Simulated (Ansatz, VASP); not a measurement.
# CrCuO4: VASP beside Ansatz, part 3 of 3

Wanted: the spread between two codes on one cell, functional and k mesh. The cell is taken from a series of VASP runs on this material, whose earlier steps may have relaxed, scaled or displaced it; both programs get it as it stands.

VASP 6.6.1 and Ansatz 0.2.0.

So far: The structure; VASP: zone-centre phonons, PBEsol with D3(BJ), DFT+U.

### Step 3. Ansatz: zone-centre phonons, PBEsol with D3(BJ), DFT+U

Level of this step: Ansatz beside VASP: Kohn-Sham DFT, plane waves, PBEsol with D3(BJ), DFT+U (Ansatz).

Ansatz runs on its default PAW (the set named soft_2) files.

The same cell, functional, mesh and smearing now go to Ansatz, which takes its cutoff from its data sets.

input.yaml reads:

```yaml
crystal:
  lattice:
    - [2.6986580618, -4.3113553314, 0.0]
    - [2.6986580618, 4.3113553314, 0.0]
    - [0.0, 0.0, 5.8064337581]
  atoms:
    - { symbol: Cr, position: [0.6313759221, 0.3686240779, 0.25], spin: -0.015 }
    - { symbol: Cr, position: [0.3686240779, 0.6313759221, 0.75], spin: -0.015 }
    - { symbol: Cu, position: [0.0, 0.0, 0.5], spin: -0.67 }
    - { symbol: Cu, position: [0.0, 0.0, 0.0], spin: -0.67 }
    - { symbol: O, position: [0.7446786813, 0.7805762232, 0.75], spin: -0.102 }
    - { symbol: O, position: [0.2553213187, 0.2194237768, 0.25], spin: -0.102 }
    - { symbol: O, position: [0.7805762232, 0.7446786813, 0.25], spin: -0.102 }
    - { symbol: O, position: [0.2194237768, 0.2553213187, 0.75], spin: -0.102 }
    - { symbol: O, position: [0.261520862, 0.738479138, 0.973727521], spin: -0.035 }
    - { symbol: O, position: [0.738479138, 0.261520862, 0.473727521], spin: -0.035 }
    - { symbol: O, position: [0.261520862, 0.738479138, 0.526272479], spin: -0.035 }
    - { symbol: O, position: [0.738479138, 0.261520862, 0.026272479], spin: -0.035 }
hamiltonian:
  xc: pbesol
  pseudopotentials: { kind: paw }
  dispersion: d3bj
  hubbard:
    sites:
      - { species: Cr, l: d, u_eff: 4.0 }
      - { species: Cu, l: d, u_eff: 4.0 }
magnetization:
  spin_polarized: true
kpoints:
  mp_grid: { grid: [5, 5, 4] }
scf:
  occupations: { method: gaussian, width: 0.05 }
phonons:
  method: dfpt
  qpoints: [[0, 0, 0]]
```

Run with:

```bash
$ ansatz run input.yaml --threads 4 --pin off --max-ram 9216MiB --backend cpu --events-out ev --progress --plain --runs-dir out
```

Numbers of over 12 decimals in the logs are rounded to 6 here.

Output:

```text
Cr: projections on atomic orbitals take those of the free atom [Ne] 3s2 3p6 3d5 4s1, of charge +0.00 (hamiltonian.pseudopotentials.projection_atoms); the dataset's partial waves leave at most 7.0e-7 of an orbital's norm unspanned inside its sphere
Cu: projections on atomic orbitals take those of the free atom [Ne] 3s2 3p6 3d10 4s1, of charge +0.00 (hamiltonian.pseudopotentials.projection_atoms); the dataset's partial waves leave at most 2.0e-6 of an orbital's norm unspanned inside its sphere
O: projections on atomic orbitals take those of the free atom [He] 2s2 2p4, of charge +0.00 (hamiltonian.pseudopotentials.projection_atoms); the dataset's partial waves leave at most 1.9e-8 of an orbital's norm unspanned inside its sphere
Engine: ansatz 0.2.0, aarch64-unknown-linux-gnu
Pseudopotentials: kind: paw
Pseudopotential: Cr, paw, valence charge 14, recommended cutoff 420 eV (normal), Cr.paw.azcp
Pseudopotential: Cu, paw, valence charge 19, recommended cutoff 420 eV (normal), Cu.paw.azcp
Pseudopotential: O, paw, valence charge 6, recommended cutoff 420 eV (normal), O.paw.azcp
Functional definition: PBEsol
  exchange = pbesol_x
  correlation = pbesol_c
Crystal: 12 atoms, lattice volume = 135.114 Å³
Basis set: ecut = 420 eV, 2645 PW (Γ), exchange–correlation on 72×72×80 points (8 copies of the dense FFT grid, shifted against one another)
Bands: 70, of which v1, the nominal top of the filled ones, is band 57 counted from 1 (56 counted from 0)
Symmetry: 8 space group operations
Space group: Cmcm (ITA 63), of the structure as read, at distance tolerance 5.1e-5 Å
Magnetic group: BNS 63.457 (UNI 555), of the structure as read, at distance tolerance 5.1e-5 Å
k-points: 27 of 100
Non-local potential: Cr, projectors of the file, l = 0: 3, l = 1: 2, l = 2: 3, l = 3: 1
Non-local potential: Cu, projectors of the file, l = 0: 3, l = 1: 2, l = 2: 3, l = 3: 1
Non-local potential: O, projectors of the file, l = 0: 2, l = 1: 2, l = 2: 1
PAW form: soft (Blöchl's): semilocal exchange-correlation on the pseudo side does not see the compensation charge
PAW frozen core: Cr, regenerated for the run's functional, and the local potential with it (the file was generated under x = pbe(κ = 0.804, μ = 0.219515), c = pbe(β = 0.066725))
PAW frozen core: Cu, regenerated for the run's functional, and the local potential with it (the file was generated under x = pbe(κ = 0.804, μ = 0.219515), c = pbe(β = 0.066725))
PAW frozen core: O, regenerated for the run's functional, and the local potential with it (the file was generated under x = pbe(κ = 0.804, μ = 0.219515), c = pbe(β = 0.066725))
PAW one-centre angular grid: Cr, 590 points (default); XC on 64 Gauss nodes
PAW one-centre angular grid: Cu, 590 points (default); XC on 64 Gauss nodes
PAW one-centre angular grid: O, 110 points (default); XC on 64 Gauss nodes
Initial density: superposition of atomic densities (chi_scale 0.1, normalization cell, long waves kept (reshape's long-wave potential 0.05 eV rms))
Starting moments: Σ|m| = 1.918 μB on 12 of 12 sites
Initial wavefunctions: pseudopotential atomic-orbital guess
Functional: x = pbesol(κ = 0.804, μ = 0.123457), c = pbesol(β = 0.046)
SCF 1 converged in 25 iterations: F = -24348.819950 eV  dr2 = 1.20e-8
  greatest PAW one-centre occupation: 1.000 electrons in one spin orbital (limit 2), on the Cr atom at site 1 (counted from 0), in its partial waves of l = 0
a single point of the input's cell can leave the moments in the input for a lower state (scf.lower_state_search): this run first made a single point of its cell. This run's own SCFs start from the density of the state that the single point found, with the moments in the input. The single point stayed on the moments in the input.
k-points: 51 of 100 (irreducible under 1 space group operation, time reversal used)
Initial density: read from a saved state, or passed on in memory by an earlier SCF of this step, an earlier step, the calling program or the single point that the run made first
Stability of the state it starts from, as read at its close in the collinear treatment: not read negative (Ritz values of 1 − χ₀K, real part plus size of imaginary part, from 0.29 to 0.52, by its mixing steps under the symmetry group of the SCF that read it); its run was given moments
Starting moments: Σ|m| = 1.918 μB on 12 of 12 sites; this step starts from the density that it was given
iter 1 solved again at ethr=1.93e-7 eV; its pass at ethr=3.10e-3 eV (dr2=2.20e-4 eV) is discarded
SCF iter   1: F=—  HF=-24348.819953 eV  |F-HF|=—  |Δ(HF+E_count)|=         —  Δρ=2.12e-6 (↑1.45e-6 ↓2.12e-6)  dr2=1.44e-8  dr2_m=9.73e-10  M=-2.000 μB ∫|m|=2.130 μB  β_m=0.30  ethr=1.93e-7  ⟨swp⟩=3.0  Hψ=44055  notcnv=0
eigensolver tolerance schedule: the retry pair's looser diagonalisation over-reported the residual by 15241.17 of it (diagonalisation noise at 18.04 of the residual, at the tolerance the schedule requests for it); recorded, not acted on — ethr = c·dr2/N_el stays at c = 1.0e-1
preconditioner: auto → Resta (q_TF=auto, 2.652 Å⁻¹)  ε∞=9.4  [insulator: Δε(μ)=0.869 eV  Ē_g=9.993 eV  σ=0.050 eV  W_gap=1.00  n_scr=44 (ndim 8)  ℏωp=28.9 eV  f_vac=0.086  D(μ)=0.00/eV (n_scr^D=0)  ε∞_Penn≈9.4]
spin=Collinear: Resta preconditioning applied to the charge; magnetization (m = ρ↑ − ρ↓) channel mixes plain (no charge-response kernel on spin).
SCF iter   2: F=—  HF=-24348.819950 eV  |F-HF|=—  |Δ(HF+E_count)|=   2.49e-6  Δρ=1.77e-6 (↑1.77e-6 ↓6.14e-7)  dr2=6.67e-9  dr2_m=7.76e-10  M=-2.000 μB ∫|m|=2.130 μB  β_m=0.29  ethr=1.26e-11  ⟨swp⟩=3.0  Hψ=15393  notcnv=0
SCF iter   3: F=—  HF=-24348.819950 eV  |F-HF|=—  |Δ(HF+E_count)|=  1.06e-10  Δρ=8.90e-7 (↑8.90e-7 ↓8.80e-7)  dr2=2.43e-9  dr2_m=5.87e-10  M=-2.000 μB ∫|m|=2.130 μB  β_m=0.51  ethr=5.86e-12  ⟨swp⟩=1.0  Hψ=7140  notcnv=0
SCF iter   4: F=—  HF=-24348.819950 eV  |F-HF|=—  |Δ(HF+E_count)|=   1.41e-9  Δρ=7.13e-7 (↑3.28e-7 ↓7.13e-7)  dr2=7.15e-10  dr2_m=1.82e-10  M=-2.000 μB ∫|m|=2.130 μB  β_m=0.56  ethr=2.14e-12  ⟨swp⟩=2.0  Hψ=10463  notcnv=0
SCF iter   5: F=—  HF=-24348.819950 eV  |F-HF|=—  |Δ(HF+E_count)|=  2.84e-10  Δρ=3.65e-7 (↑3.11e-7 ↓3.65e-7)  dr2=1.51e-10  dr2_m=9.70e-11  M=-2.000 μB ∫|m|=2.130 μB  β_m=0.78  ethr=1.00e-12  ⟨swp⟩=1.8  Hψ=8717  notcnv=0
SCF iter   6: F=—  HF=-24348.819950 eV  |F-HF|=—  |Δ(HF+E_count)|=  2.44e-10  Δρ=6.08e-7 (↑6.08e-7 ↓2.54e-7)  dr2=6.30e-10  dr2_m=6.79e-11  M=-2.000 μB ∫|m|=2.130 μB  β_m=0.71  ethr=1.00e-12  ⟨swp⟩=2.0  Hψ=10412  notcnv=0  recentre
SCF iter   7: F=—  HF=-24348.819950 eV  |F-HF|=—  |Δ(HF+E_count)|=  4.73e-11  Δρ=1.98e-7 (↑1.98e-7 ↓1.33e-7)  dr2=5.16e-11  dr2_m=1.15e-11  M=-2.000 μB ∫|m|=2.130 μB  β_m=0.75  ethr=1.00e-12  ⟨swp⟩=2.0  Hψ=10353  notcnv=0
SCF iter   8: F=—  HF=-24348.819950 eV  |F-HF|=—  |Δ(HF+E_count)|=    0.00e0  Δρ=1.21e-7 (↑1.21e-7 ↓1.21e-7)  dr2=4.45e-11  dr2_m=3.18e-12  M=-2.000 μB ∫|m|=2.130 μB  β_m=0.84  ethr=1.00e-12  ⟨swp⟩=1.0  Hψ=7140  notcnv=0
SCF iter   9: F=—  HF=-24348.819950 eV  |F-HF|=—  |Δ(HF+E_count)|=  1.46e-11  Δρ=8.34e-8 (↑8.34e-8 ↓6.63e-8)  dr2=2.10e-11  dr2_m=1.70e-12  M=-2.000 μB ∫|m|=2.130 μB  β_m=0.92  ethr=1.00e-12  ⟨swp⟩=1.0  Hψ=7140  notcnv=0
SCF iter  10: F=-24348.819950 eV  HF=-24348.819950 eV  |F-HF|=3.64e-12  |Δ(HF+E_count)|=  7.28e-12  Δρ=4.80e-8 (↑4.80e-8 ↓2.32e-8)  dr2=6.04e-12  dr2_m=3.16e-13  M=-2.000 μB ∫|m|=2.130 μB  ethr=1.00e-12  ⟨swp⟩=4.5  Hψ=24526  notcnv=0
SCF 2 converged in 10 iterations: F = -24348.819950 eV  dr2 = 6.04e-12
NSCF: frozen V_eff on 27 k-points
WARN: eigensolver did not converge (σ=↓ k=24): 1 band(s) unlocked after 20 sweeps at ethr=5.09e-12 eV (storage-precision floor; scheduled 1.00e-12 eV) (lowest unlocked band 69, counted from 0; max residual 1.32e-5 eV among the unlocked bands, 1.32e-5 eV over every band; other slots of this pass that fall short are told together in one closing line; warning suppressed until the next SCF loop or pass starts)
NSCF: frozen V_eff on 27 k-points
DFPT response loops at q = (0, 0, 0) (fractional): preconditioner auto → Resta (q_TF=auto, 2.652 Å⁻¹)  ε∞=7.9 (no band partly filled); β = 1.00, the filter's whole step (`scf.mixing.beta` (0.30) is not read by the response loops at its default; to damp them type it under 1.00, their step now; it binds the ground state too); Anderson in place of MSR1
SCF converged after 10 iterations
Magnetization: -2.0000 μB (56.0000 up, 58.0000 down)
Absolute magnetization: 2.1223 μB (∫|ρ↑−ρ↓|, with the PAW one-centre terms)
Spin contamination: 0.0078 ħ² per cell (⟨S²⟩ above its minimum at these occupations)
Per-site moments (μB) at R_I (Å): [(-0.00204132, 0.657474), (-0.00204132, 0.657474), (-0.641057, 0.801199), (-0.641057, 0.801199), (-0.108741, 0.710392), (-0.108741, 0.710392), (-0.108741, 0.710392), (-0.108741, 0.710392), (-0.035544, 0.657474), (-0.035544, 0.657474), (-0.035544, 0.657474), (-0.035544, 0.657474)]
Free energy (F): -24348.819950 eV
Harris-Foulkes:  -24348.819950 eV  (|F-HF|=3.64e-12)
Internal energy: -24348.819950 eV  (E = F + TS)
E sigma→0 (E₀):  -24348.819950 eV
Fermi energy:    7.289450 eV
--- Per-component energies (eV) ---
  E_band       = -1818.732835
  E_kinetic    = 2659.139690
  E_local      = -17883.899902  (includes V_loc(G=0)·N_el)
  E_nonlocal   = 1324.626650
  E_hartree    = 7536.115676
  E_xc         = -1027.927536
  E_vxc        = -1320.158357  (∫ρ·V_xc dr)
  E_hubbard    = 11.196621  (on-site DFT+U / exact-exchange correction)
  E_vhub       = -32.279364  (the Hubbard potential's part of the band-sum identity)
  E_paw        = -6792.161001  (= ΣΔE_a)
  E_vpaw       = -1638.413865  (= ΣTr[D̂ρ^β])
  E_aug_tail   = 0.020654  (compensation charges beyond the density's cutoff)
  E_ewald      = -10174.983546
  E_disp       = -1.961965  (pairwise vdW)
  E_core_change = 1.014707  (= ΣΔE_core)
  E_smearing   = -0.000000  (= −TS)
  E_closure    = -0.000000  (closes the sum)
  Σ components = -24348.819950   (vs F -24348.819950, Δ=0.00e0)
--- Band table (eV; the first three rows and the last of 102) ---
  k-point 0 ↑: bands = [... 53 lower, 5.8108, 6.0463, 6.1811, 7.7917, 7.7954, 8.3594, 9.1794, 9.4338, ... 9 higher]
  k-point 1 ↑: bands = [... 53 lower, 5.8397, 6.0135, 6.1388, 7.7529, 7.7708, 8.5242, 9.1069, 9.4357, ... 9 higher]
  k-point 2 ↑: bands = [... 53 lower, 5.9325, 5.9702, 5.9702, 7.7239, 7.7239, 8.8714, 8.8714, 9.4977, ... 9 higher]
  k-point 50 ↓: bands = [... 53 lower, 5.4913, 5.6756, 6.1434, 6.2247, 6.4876, 8.8189, 8.8707, 9.1215, ... 9 higher]
Occupation matrices written to <dir>
--- Phonons (Γ-DFPT): 12 representative perturbations + reference (Σ response iterations 92) ---
  ASR residual: 1.257e-4 → 0.000e0 eV/Å²; symmetrization residual: 1.735e-6 eV/Å²
  pairwise dispersion correction: d3bj (s6 = 1.0, s8 = 2.9491, a1 = 0.4466, a2_bohr = 6.1742), with the weights of each atom's references fixed at the reference crystal's, and the forces and stress that the weights' published response gives there kept as a pressure on the atom's counted neighbours (hamiltonian.dispersion)
  ASR residual per site (eV/Å²): 7.03e-5 7.03e-5 5.68e-5 5.68e-5 2.08e-5 2.08e-5 2.08e-5 2.08e-5 1.26e-4 1.26e-4 1.26e-4 1.26e-4
  Γ frequencies (cm⁻¹): 0.00 0.00 0.00 101.92 111.96 142.14 147.71 162.51 163.25 171.80 176.69 206.36 233.32 247.39 252.42 273.29 288.47 316.88 343.88 359.81 382.06 382.24 388.32 415.21 416.28 487.58 491.96 493.02 687.11 735.44 798.36 817.04 971.51 973.78 979.72 999.29
  non-analytic LO–TO correction: not included (Born effective charges unavailable; polar crystals: no LO–TO splitting at Γ)
--- Phonons (arbitrary-q DFPT): 1 explicit q-point ---
  q = [0, 0, 0] (of the zone-centre solve; hermiticity 5.29e-8, symmetrization 5.24e-14): -0.00 -0.00 -0.00 101.92 111.96 142.14 147.71 162.51 163.25 171.80 176.69 206.36 233.32 247.39 252.42 273.29 288.47 316.88 343.88 359.81 382.06 382.24 388.32 415.21 416.28 487.58 491.96 493.02 687.11 735.44 798.36 817.04 971.51 973.78 979.72 999.29
  sum rule: each row above includes the acoustic sum rule's correction from the zone centre's row sums; it moved no ω² by more than (1.46 cm⁻¹)²
```

Wall time 8.7 min (4 threads of Arm Neoverse V2, shared host); peak memory 5.4 GiB; 32 min of CPU time.

The column dr2 measures how far the density is from self-consistency, as an energy; F and HF (Harris–Foulkes) agree once it is small.

### Step 4. Differences

Known differences besides the potentials themselves: U acts on the PAW sphere in VASP and on atomic orbitals in Ansatz, so only states and trends compare; the data sets hold 114 valence electrons in Ansatz (default PAW (the set named soft_2) files) and 94 in VASP; the cutoff is 420 eV in Ansatz and 520 eV in VASP; Ansatz makes its cores anew for this functional, VASP keeps those of its PBE data sets; Ansatz takes the dispersion share of the force constants at frozen C6 weights, VASP differentiates the full forces; VASP uses finite displacements, Ansatz perturbation theory. Total energies have different zeros and are not compared.

Both answers:

```tsv
quantity	Ansatz	VASP	difference
optical mode 1 (cm⁻¹)	101.9	107.6	-5.30 %
optical mode 2 (cm⁻¹)	112.0	109.8	+1.98 %
optical mode 3 (cm⁻¹)	142.1	144.9	-1.87 %
optical mode 4 (cm⁻¹)	147.7	150.9	-2.10 %
optical mode 5 (cm⁻¹)	162.5	168.3	-3.42 %
optical mode 6 (cm⁻¹)	163.2	172.7	-5.50 %
optical mode 7 (cm⁻¹)	171.8	174.4	-1.49 %
optical mode 8 (cm⁻¹)	176.7	177.8	-0.62 %
optical mode 9 (cm⁻¹)	206.4	205.1	+0.63 %
optical mode 10 (cm⁻¹)	233.3	227.8	+2.44 %
optical mode 11 (cm⁻¹)	247.4	247.3	+0.02 %
optical mode 12 (cm⁻¹)	252.4	247.6	+1.95 %
optical mode 13 (cm⁻¹)	273.3	264.9	+3.18 %
optical mode 14 (cm⁻¹)	288.5	285.6	+0.99 %
optical mode 15 (cm⁻¹)	316.9	315.1	+0.55 %
optical mode 16 (cm⁻¹)	343.9	342.7	+0.34 %
optical mode 17 (cm⁻¹)	359.8	358.8	+0.28 %
optical mode 18 (cm⁻¹)	382.1	370.3	+3.18 %
optical mode 19 (cm⁻¹)	382.2	380.0	+0.58 %
optical mode 20 (cm⁻¹)	388.3	385.7	+0.68 %
optical mode 21 (cm⁻¹)	415.2	405.0	+2.51 %
optical mode 22 (cm⁻¹)	416.3	407.8	+2.08 %
optical mode 23 (cm⁻¹)	487.6	473.7	+2.93 %
optical mode 24 (cm⁻¹)	492.0	475.6	+3.45 %
optical mode 25 (cm⁻¹)	493.0	478.1	+3.12 %
optical mode 26 (cm⁻¹)	687.1	696.0	-1.28 %
```

Modes are paired by rising frequency and degeneracy, not by their patterns, so a pair may still set unlike modes beside each other.

### Step 5. Results

- r.m.s. difference of the optical zone-centre modes, each program's sorted by frequency (zone-centre phonons, PBEsol with D3(BJ), DFT+U): 7.8 cm⁻¹
- difference in optical mode 6 (zone-centre phonons, PBEsol with D3(BJ), DFT+U): -5.5 %

**Reading.** The r.m.s. difference of the optical zone-centre modes, each program's sorted by frequency is 7.8 cm⁻¹ (zone-centre phonons, PBEsol with D3(BJ), DFT+U). Among the rows given in per cent, the largest difference of the zone-centre phonons, PBEsol with D3(BJ), DFT+U pair is in optical mode 6, -5.5 %. How closely two codes agree says nothing of how well the functional describes the real material.

[Lines on the potential files, build, host, timing and source positions are cut from VASP's logs without a mark.]

[Logs are printed without paths, hosts, clocks, repeated set-up lines and the standing remarks that a program may print on its own settings, such as how far it seeks lower states.]

[Hosts, paths, dates, database ids (printed as entryN), source tags and the programs' standing remarks are cut or masked in the printed files.]
